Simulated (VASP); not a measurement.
# Ga15CoN16 (a cell with a defect) in VASP: notebook, part 2 of 2

VASP 6.6.1. Earlier steps stand in the parts before.

### 3 Single point, PBEsol+U, collinear spin, zero start

Input file INCAR:

```
SYSTEM = Ga15CoN16
PREC     = Accurate       ! precision mode
ENCUT    = 450            ! plane-wave cutoff, eV
EDIFF    = 1E-5           ! SCF threshold, eV
ISMEAR   = 0              ! smearing method
SIGMA    = 0.03           ! smearing width, eV
LREAL    = Auto         
LASPH    = .TRUE.         ! aspherical terms in the spheres
NELM     = 120            ! most SCF steps
ALGO     = Normal         ! electronic algorithm
ISIF     = 2              ! what is computed and relaxed
LWAVE    = .FALSE.        ! write WAVECAR
LCHARG   = .FALSE.        ! write CHGCAR
ISPIN    = 2              ! spin polarisation
MAGMOM   = 0 0 0 0 0 0 0 0 0 0 0 0 0 0 0 0 0 0 0 0 0 0 0 0 0 0 0 0 0 0 0 0 ! initial moments
LORBIT   = 11             ! projections on sites
NUPDOWN  = 0              ! fixed moment
LMAXMIX  = 4              ! l up to which the mixer works
LDAU     = .TRUE.         ! DFT+U
LDAUTYPE = 2            
LDAUL    = 2 -1 -1        ! shell
LDAUU    = 4 0 0          ! U, eV
LDAUJ    = 0 0 0        
LDAUPRINT= 1            
GGA      = PS             ! functional
KPAR     = 4
```

Input file KPOINTS:

```
regular mesh
0
G
  3 3 2
  0 0 0
```

Input file POSCAR:

```
Ga15CoN16
1.0
    6.3800000000      0.0000000000      0.0000000000
   -3.1900000000      5.5252420762      0.0000000000
    0.0000000000      0.0000000000     10.3780000000
Co Ga N
1 15 16
Direct
    0.3333333333      0.1666666667      0.0000000000
    0.3333333333      0.1666666667      0.5000000000
    0.3333333333      0.6666666667      0.0000000000
    0.3333333333      0.6666666667      0.5000000000
    0.8333333333      0.1666666667      0.0000000000
    0.8333333333      0.1666666667      0.5000000000
    0.8333333333      0.6666666667      0.0000000000
    0.8333333333      0.6666666667      0.5000000000
    0.1666666667      0.3333333333      0.2500000000
    0.1666666667      0.3333333333      0.7500000000
    0.1666666667      0.8333333333      0.2500000000
    0.1666666667      0.8333333333      0.7500000000
    0.6666666667      0.3333333333      0.2500000000
    0.6666666667      0.3333333333      0.7500000000
    0.6666666667      0.8333333333      0.2500000000
    0.6666666667      0.8333333333      0.7500000000
    0.3333333333      0.1666666667      0.1875000000
    0.3333333333      0.1666666667      0.6875000000
    0.3333333333      0.6666666667      0.1875000000
    0.3333333333      0.6666666667      0.6875000000
    0.8333333333      0.1666666667      0.1875000000
    0.8333333333      0.1666666667      0.6875000000
    0.8333333333      0.6666666667      0.1875000000
    0.8333333333      0.6666666667      0.6875000000
    0.1666666667      0.3333333333      0.4375000000
    0.1666666667      0.3333333333      0.9375000000
    0.1666666667      0.8333333333      0.4375000000
    0.1666666667      0.8333333333      0.9375000000
    0.6666666667      0.3333333333      0.4375000000
    0.6666666667      0.3333333333      0.9375000000
    0.6666666667      0.8333333333      0.4375000000
    0.6666666667      0.8333333333      0.9375000000
```

Potentials or basis: VASP PAW PBE potentials, release 64 (Co, Ga_d, N).

Launch:

```
> cat potpaw_PBE.64/Co/POTCAR potpaw_PBE.64/Ga_d/POTCAR potpaw_PBE.64/N/POTCAR > POTCAR
> mpirun -np 4 vasp_std > vasp.out
```

OUTCAR:

```text
SYSTEM = Ga15CoN16
   PREC = Accurate
   ENCUT = 450
   EDIFF = 1E-5
   ISMEAR = 0
   LREAL = Auto
   LASPH = .TRUE.
   NELM = 120
   ISIF = 2
   ISPIN = 2
   LORBIT = 11
   NUPDOWN = 0
   GGA = PS

 ion  position               nearest neighbor table
   1  0.333  0.167  0.000-  17 1.95  26 1.95  30 1.95  28 1.95
   2  0.333  0.167  0.500-  18 1.95  25 1.95  29 1.95  27 1.95
   3  0.333  0.667  0.000-  19 1.95  28 1.95  32 1.95  26 1.95
   4  0.333  0.667  0.500-  20 1.95  27 1.95  31 1.95  25 1.95
   5  0.833  0.167  0.000-  21 1.95  30 1.95  26 1.95  32 1.95
   6  0.833  0.167  0.500-  22 1.95  29 1.95  25 1.95  31 1.95
[... 24 lines left out ...]
  31  0.667  0.833  0.438-  15 1.95   8 1.95   4 1.95   6 1.95
  32  0.667  0.833  0.938-  16 1.95   7 1.95   3 1.95   5 1.95

  LATTYP: Found a hexagonal cell.
 ALAT       =     6.3800000000
 C/A-ratio  =     1.6266457680

  Lattice vectors:

 A1 = (   6.3800000000,   0.0000000000,   0.0000000000)
 A2 = (  -3.1900000000,   5.5252420762,   0.0000000000)
 A3 = (   0.0000000000,   0.0000000000,  10.3780000000)

Analysis of symmetry for initial positions (statically):
=====================================================================
[... 2180 lines left out ...]
  energy-cutoff  :      450.00
  volume of cell :      365.84
      direct lattice vectors                 reciprocal lattice vectors
     6.380000000  0.000000000  0.000000000     0.156739812  0.090493773  0.000000000
    -3.190000000  5.525242076  0.000000000     0.000000000  0.180987545  0.000000000
     0.000000000  0.000000000 10.378000000     0.000000000  0.000000000  0.096357680

 POSITION                                       TOTAL-FORCE (eV/Angst)
 -----------------------------------------------------------------------------------
      1.59500      0.92087      0.00000        -0.000000     -0.000000     -0.380112
      1.59500      0.92087      5.18900        -0.000000     -0.000000     -0.092583
     -0.00000      3.68349      0.00000         0.107073      0.061819      0.004075
     -0.00000      3.68349      5.18900         0.027081      0.015635     -0.153445
      4.78500      0.92087      0.00000        -0.000000     -0.123637      0.004075
      4.78500      0.92087      5.18900        -0.000000     -0.031270     -0.153445
[... 24 lines left out ...]
      1.59500      4.60437      4.54038        -0.000000     -0.000000      0.166399
      1.59500      4.60437      9.72938        -0.000000     -0.000000      0.030319
 -----------------------------------------------------------------------------------
    total drift:                               -0.000010     -0.000008      0.005839

  FREE ENERGIE OF THE ION-ELECTRON SYSTEM (eV)
  ---------------------------------------------------
  free  energy   TOTEN  =      -207.6630273768 eV

  energy  without entropy=     -207.6589403881  energy(sigma->0) =     -207.66098388

 total charge

# of ion       s       p       d       tot
------------------------------------------
    1        0.438   0.501   7.357   8.297
    2        0.789   0.903  10.181  11.873
    3        0.792   0.898  10.177  11.866
    4        0.789   0.902  10.180  11.871
    5        0.792   0.898  10.177  11.866
    6        0.789   0.902  10.180  11.871
[... 24 lines left out ...]
   31        1.223   2.493   0.000   3.716
   32        1.223   2.491   0.000   3.714
--------------------------------------------------
tot         31.917  53.659 160.039 245.615

 magnetization (x)

# of ion       s       p       d       tot
------------------------------------------
    1        0.000  -0.000   0.001   0.001
    2       -0.000  -0.000  -0.000  -0.000
    3        0.000   0.000  -0.000   0.000
    4       -0.000  -0.000  -0.000  -0.000
    5        0.000   0.000  -0.000   0.000
    6       -0.000  -0.000  -0.000  -0.000
[... 24 lines left out ...]
   31        0.000   0.000   0.000   0.000
   32       -0.000  -0.000   0.000  -0.000
--------------------------------------------------
tot          0.000  -0.001   0.001   0.000
```

OSZICAR:

```text
N       E                     dE             d eps       ncg     rms          rms(c)
DAV:   1     0.441937225677E+04    0.44194E+04   -0.97610E+04  4234   0.282E+03
DAV:   2     0.966837950810E+03   -0.34525E+04   -0.32615E+04  4080   0.822E+02
DAV:   3    -0.764289161723E+02   -0.10433E+04   -0.97505E+03  4980   0.289E+02
[... 12 lines left out ...]
DAV:  16    -0.207662321300E+03   -0.54226E-03   -0.42560E-03  5560   0.589E-01    0.132E-01
DAV:  17    -0.207662842442E+03   -0.52114E-03   -0.28774E-03  6448   0.283E-01    0.595E-02
DAV:  18    -0.207662987896E+03   -0.14545E-03   -0.80586E-04  5112   0.156E-01    0.370E-02
DAV:  19    -0.207663005774E+03   -0.17878E-04   -0.18567E-04  4664   0.149E-01    0.270E-02
DAV:  20    -0.207663023125E+03   -0.17352E-04   -0.91025E-05  3936   0.128E-01    0.166E-02
DAV:  21    -0.207663027377E+03   -0.42515E-05   -0.80278E-05  4656   0.577E-02
   1 F= -.20766303E+03 E0= -.20766098E+03  d E =-.408699E-02  mag=     0.0000
```

Run time: 7.6 min. Hardware: 4 MPI ranks of AMD EPYC 9R45 (Zen 5), shared host; peak memory 0.77 GiB.

Results:

```
Free energy                                           : -207.6630 eV
Largest force                                         : 0.881 eV/Å
Net moment                                            : 0.00 μB per cell
Valence electrons inside the program's atomic spheres : Co 8.30; Ga 11.87; N 3.68, 3.71, 3.67, 3.72
```

Forces on the atoms (eV/Å):
```
Co   0.000  0.000 -0.380
Ga   0.000  0.000 -0.093
Ga   0.107  0.062  0.004
Ga   0.027  0.016 -0.153
Ga   0.000 -0.124  0.004
Ga   0.000 -0.031 -0.153
Ga  -0.107  0.062  0.004
Ga  -0.027  0.016 -0.153
Ga  -0.063  0.036 -0.340
Ga   0.042 -0.024 -0.108
Ga   0.000 -0.073 -0.340
Ga   0.000  0.048 -0.108
Ga   0.063  0.036 -0.340
Ga  -0.042 -0.024 -0.108
Ga   0.000  0.000 -0.219
Ga   0.000  0.000 -0.001
N    0.000  0.000 -0.881
N    0.000  0.000  0.053
N   -0.024 -0.014  0.153
N    0.001  0.001  0.101
N    0.000  0.028  0.153
N    0.000 -0.002  0.101
N    0.024 -0.014  0.153
N   -0.001  0.001  0.101
N    0.021 -0.012  0.147
N    0.373 -0.215  0.638
N    0.000  0.024  0.147
N    0.000  0.431  0.638
N   -0.021 -0.012  0.147
N   -0.373 -0.215  0.638
N    0.000  0.000  0.166
N    0.000  0.000  0.030
```

Eigenvalues of the final occupation matrices:
```csv
site,spin,trace,eigenvalues
site 1 d,1,3.70,0.35 0.71 0.71 0.96 0.96
site 1 d,2,3.69,0.35 0.71 0.71 0.96 0.96
```

Caveat: the k mesh is coarse (spacing up to 0.38 Å⁻¹), so the values aren't converged; the cutoff is under 1.25 times the usual one of these potentials, so pressure, stress and relaxed cells hold a basis-set (Pulay) error; the PAW data sets were made with another functional, which shifts forces and pressure a little; the cell's inner coordinates are idealised or old, which leaves forces on the atoms; the total moment is fixed, so each spin has its own Fermi level. The state reached can hang on the start; a lower one may exist.

### 4 Relaxation of the atoms, PBEsol+U, collinear spin, ferromagnetic start

Input file INCAR:

```
ALGO = Normal ; EDIFF = 1E-5
EDIFFG = -0.03 ; ENCUT = 450
GGA = PS ; IBRION = 2
ISIF = 2 ; ISMEAR = 0
ISPIN = 2 ; KPAR = 4
LASPH = True ; LCHARG = False
LDAU = True ; LDAUJ = 0 0 0
LDAUL = 2 -1 -1 ; LDAUPRINT = 1
LDAUTYPE = 2 ; LDAUU = 4 0 0
LMAXMIX = 4 ; LORBIT = 11
LREAL = Auto ; LWAVE = False
MAGMOM = 4 0 0 0 0 0 0 0 0 0 0 0 0 0 0 0 0 0 0 0 0 0 0 0 0 0 0 0 0 0 0 0 ; NELM = 120
NSW = 40 ; PREC = Accurate
SIGMA = 0.03
```

Input file KPOINTS:

```
k-points
0
Gamma
  3 3 2
```

POSCAR is that of step 3.

Potentials or basis: VASP PAW PBE potentials, release 64 (Co, Ga_d, N).

Launch:

```
> cat potpaw_PBE.64/Co/POTCAR potpaw_PBE.64/Ga_d/POTCAR potpaw_PBE.64/N/POTCAR > POTCAR
> mpirun -np 4 vasp_std > vasp.out
```

OUTCAR:

```text
EDIFF = 1E-5
   EDIFFG = -0.03
   ENCUT = 450
   GGA = PS
   IBRION = 2
   ISIF = 2
   ISMEAR = 0
   ISPIN = 2
   LASPH = True
   LORBIT = 11
   LREAL = Auto
   NELM = 120
   NSW = 40
   PREC = Accurate

 ion  position               nearest neighbor table
   1  0.333  0.167  0.000-  17 1.95  26 1.95  30 1.95  28 1.95
   2  0.333  0.167  0.500-  18 1.95  25 1.95  29 1.95  27 1.95
   3  0.333  0.667  0.000-  19 1.95  28 1.95  32 1.95  26 1.95
   4  0.333  0.667  0.500-  20 1.95  27 1.95  31 1.95  25 1.95
   5  0.833  0.167  0.000-  21 1.95  30 1.95  26 1.95  32 1.95
   6  0.833  0.167  0.500-  22 1.95  29 1.95  25 1.95  31 1.95
[... 24 lines left out ...]
  31  0.667  0.833  0.438-  15 1.95   8 1.95   4 1.95   6 1.95
  32  0.667  0.833  0.938-  16 1.95   7 1.95   3 1.95   5 1.95

  LATTYP: Found a hexagonal cell.
 ALAT       =     6.3800000000
 C/A-ratio  =     1.6266457680

  Lattice vectors:

 A1 = (   6.3800000000,   0.0000000000,   0.0000000000)
 A2 = (  -3.1900000000,   5.5252420762,   0.0000000000)
 A3 = (   0.0000000000,   0.0000000000,  10.3780000000)

Analysis of symmetry for initial positions (statically):
=====================================================================
 Subroutine PRICEL returns:
 Original cell was already a primitive cell.

 Routine SETGRP: Setting up the symmetry group for a
 hexagonal supercell.

 Subroutine GETGRP returns: Found  6 space group operations
 (whereof  2 operations were pure point group operations)
 out of a pool of 24 trial point group operations.

The static configuration has the point symmetry C_1h.
 The point group associated with its full space group is C_3v.

Analysis of symmetry for dynamics (positions and initial velocities):
=====================================================================
 Subroutine PRICEL returns:
 Original cell was already a primitive cell.

 Routine SETGRP: Setting up the symmetry group for a
 hexagonal supercell.

 Subroutine GETGRP returns: Found  6 space group operations
 (whereof  2 operations were pure point group operations)
 out of a pool of 24 trial point group operations.

The dynamic configuration has the point symmetry C_1h.
[... 505 lines left out ...]

--------------------------------------- Ionic step        5  -------------------------------------------

 number of electron     284.0000031 magnetization       2.0000003

 Free energy of the ion-electron system (eV)
  ---------------------------------------------------
  ext. energy  EPLUGINS =         0.00000000
  ---------------------------------------------------
  free energy    TOTEN  =      -209.20095414 eV

  energy without entropy =     -209.19911472  energy(sigma->0) =     -209.20003443

 E-fermi :   5.2932     XC(G=0): -11.8779

 val. band max:        5.2720441111   @ k =   0.3333  -0.0000   0.0000
 cond. band min:       5.4629985769   @ k =   0.0000   0.0000   0.0000
 fundamental gap:      0.1909544658
 Fermi energy:         5.2931970493

 spin component 1

 k-point     1 :       0.0000    0.0000    0.0000
  band No.  band energies     occupation
      1     -10.7523      1.00000
      2     -10.2098      1.00000
      3     -10.1478      1.00000
      4      -9.8536      1.00000
      5      -9.8437      1.00000
      6      -9.8437      1.00000
[... 931 lines left out ...]
    153      11.7370      0.00000
    154      11.7458      0.00000
 Fermi energy:         5.2931970493

 spin component 2

 k-point     1 :       0.0000    0.0000    0.0000
  band No.  band energies     occupation
      1     -10.7655      1.00000
      2     -10.2156      1.00000
      3     -10.1706      1.00000
      4      -9.8620      1.00000
      5      -9.8512      1.00000
      6      -9.8512      1.00000
[... 931 lines left out ...]
    153      11.7334      0.00000
    154      11.7468      0.00000
 [bands above 154 left out]

------------------------ aborting loop because EDIFF is reached ----------------------------------------

  FORCE on cell =-STRESS in cart. coord.  units (eV):
  Direction    XX          YY          ZZ          XY          YZ          ZX
  --------------------------------------------------------------------------------------
  -------------------------------------------------------------------------------------
  Total       -6.2036592     -6.2036592     -3.1947166     -0.0000000     -0.0000000      0.0000000
  in kB      -27.1689500    -27.1689500    -13.9912739     -0.0000000     -0.0000000      0.0000000
  external PRESSURE =     -22.7763913 kB  Pullay stress =       0.0000000 kB
[... 47 lines left out ...]
  FREE ENERGIE OF THE ION-ELECTRON SYSTEM (eV)
  ---------------------------------------------------
  free  energy   TOTEN  =      -209.2009541363 eV

  energy  without entropy=     -209.1991147153  energy(sigma->0) =     -209.20003443

 reached required accuracy - stopping structural energy minimisation

 total charge

# of ion       s       p       d       tot
------------------------------------------
    1        0.444   0.534   7.211   8.188
    2        0.789   0.901  10.180  11.869
    3        0.792   0.900  10.174  11.867
    4        0.789   0.903  10.181  11.873
    5        0.792   0.900  10.174  11.867
    6        0.789   0.903  10.181  11.873
[... 24 lines left out ...]
   31        1.223   2.493   0.000   3.716
   32        1.224   2.491   0.000   3.715
--------------------------------------------------
tot         31.912  53.778 159.892 245.582

 magnetization (x)

# of ion       s       p       d       tot
------------------------------------------
    1        0.018   0.041   2.201   2.260
    2        0.000   0.000  -0.000   0.000
    3        0.005   0.002  -0.004   0.002
    4        0.001   0.001  -0.001   0.001
    5        0.005   0.002  -0.004   0.002
    6        0.001   0.001  -0.001   0.001
[... 24 lines left out ...]
   31        0.000  -0.002   0.000  -0.001
   32       -0.000  -0.015   0.000  -0.016
--------------------------------------------------
tot          0.061  -0.278   2.176   1.959
```

It took 18 min on 4 MPI ranks of AMD EPYC 9R45 (Zen 5), shared host; peak memory 0.85 GiB.

Results:

| Quantity | Value |
| --- | --- |
| Free energy | -209.2010 eV |
| Energy gained by relaxing | 0.6 meV/atom |
| Ionic steps | 5 |
| Largest force after relaxing | 0.029 eV/Å |
| Band gap on the k mesh | none (metal or under the smearing width) |
| Net moment | 2.00 μB per cell |
| Site moments | Co +2.26; Ga +0.00; N +0.01, -0.01, -0.00, -0.09, -0.02 μB |
| Valence electrons inside the program's atomic spheres | Co 8.19; Ga 11.87; N 3.71, 3.68, 3.72 |

Forces in eV/Å, atoms in the order of the input:
```
Co   0.000  0.000  0.005
Ga   0.000  0.000 -0.025
Ga   0.000  0.000  0.029
Ga   0.000  0.000 -0.013
Ga   0.000  0.000  0.029
Ga   0.000  0.000 -0.013
Ga   0.000  0.000  0.029
Ga   0.000  0.000 -0.013
Ga  -0.015  0.009  0.013
Ga  -0.003  0.002 -0.003
Ga   0.000 -0.017  0.013
Ga   0.000 -0.004 -0.003
Ga   0.015  0.009  0.013
Ga   0.003  0.002 -0.003
Ga   0.000  0.000  0.010
Ga   0.000  0.000  0.007
N    0.000  0.000  0.021
N    0.000  0.000 -0.025
N    0.001  0.001  0.014
N    0.002  0.001 -0.019
N    0.000 -0.001  0.014
N    0.000 -0.002 -0.019
N   -0.001  0.001  0.014
N   -0.002  0.001 -0.019
N   -0.001  0.001  0.005
N   -0.009  0.005 -0.019
N    0.000 -0.002  0.005
N    0.000 -0.010 -0.019
N    0.001  0.001  0.005
N    0.009  0.005 -0.019
N    0.000  0.000  0.011
N    0.000  0.000 -0.022
```

Step by step:
```csv
step,energy change (eV),largest force (eV/Å),pressure (GPa)
1,0.0000,0.3436,-2.31
2,-0.0188,0.1004,-2.31
3,-0.0195,0.1129,-2.29
4,-0.0207,0.0333,-2.29
5,-0.0208,0.0287,-2.28
```

Final structure:
```
Co Ga N
1.0
     6.38000    0.00000    0.00000
    -3.19000    5.52524    0.00000
     0.00000    0.00000   10.37800
Co Ga N
1 15 16
Direct
  0.33333 0.16667 0.99983
  0.33333 0.16667 0.49905
  0.33425 0.66713 0.00022
  0.33324 0.66662 0.49935
  0.83287 0.16575 0.00022
  0.83338 0.16676 0.49935
  0.83287 0.66713 0.00022
  0.83338 0.66662 0.49935
  0.16748 0.33252 0.24910
  0.16672 0.33328 0.74949
  0.16748 0.83495 0.24910
  0.16672 0.83343 0.74949
  0.66505 0.33252 0.24910
  0.66657 0.33328 0.74949
  0.66667 0.83333 0.24952
  0.66667 0.83333 0.74932
  0.33333 0.16667 0.18935
  0.33333 0.16667 0.68785
  0.33331 0.66665 0.18803
  0.33359 0.66680 0.68796
  0.83335 0.16669 0.18803
  0.83320 0.16641 0.68796
  0.83335 0.66665 0.18803
  0.83320 0.66680 0.68796
  0.16648 0.33352 0.43822
  0.16613 0.33387 0.93733
  0.16648 0.83296 0.43822
  0.16613 0.83225 0.93733
  0.66704 0.33352 0.43822
  0.66775 0.33387 0.93733
  0.66667 0.83333 0.43794
  0.66667 0.83333 0.93799
```

Eigenvalues of the final occupation matrices:
```csv
site,spin,trace,eigenvalues
site 1 d,1,4.72,0.91 0.91 0.97 0.97 0.98
site 1 d,2,2.52,0.20 0.20 0.20 0.96 0.96
```

Caveat: the k mesh is coarse (spacing up to 0.38 Å⁻¹), so the values aren't converged; the cutoff is under 1.25 times the usual one of these potentials, so pressure, stress and relaxed cells hold a basis-set (Pulay) error; the PAW data sets were made with another functional, which shifts forces and pressure a little. The state reached can hang on the start; a lower one may exist.

### 5 The runs side by side

| task | spin | fixed moment (μB) | cell | moment (μB) | largest force (eV/Å) |
| --- | --- | --- | --- | --- | --- |
| single point | collinear, ferromagnetic start | 2 | as given | 2.00 | 0.35 |
| single point | collinear, zero start | 0 | as given | 0.00 | 0.88 |
| relaxation of the atoms | collinear, ferromagnetic start | - | atoms relaxed | 2.00 | 0.03 |

Alike in all rows: level PBEsol+U; potentials or basis VASP PAW PBE potentials, release 64 (Co, Ga_d, N); Co d U = 4 eV; k mesh 3 × 3 × 2; cutoff (eV) 450; smearing gaussian 0.03 eV; the mesh is coarse, so values aren't converged.

Caveats: all runs use coarse meshes; the cutoff is under 1.25 times the usual one of these potentials, so pressure, stress and relaxed cells hold a basis-set (Pulay) error; the PAW data sets were made with another functional, which shifts forces and pressure a little; the cell's inner coordinates are idealised or old, which leaves forces on the atoms (some runs); the total moment is fixed, so each spin has its own Fermi level (some runs).

Total energies depend on the potentials used, so only differences within one code and one set of settings carry meaning.
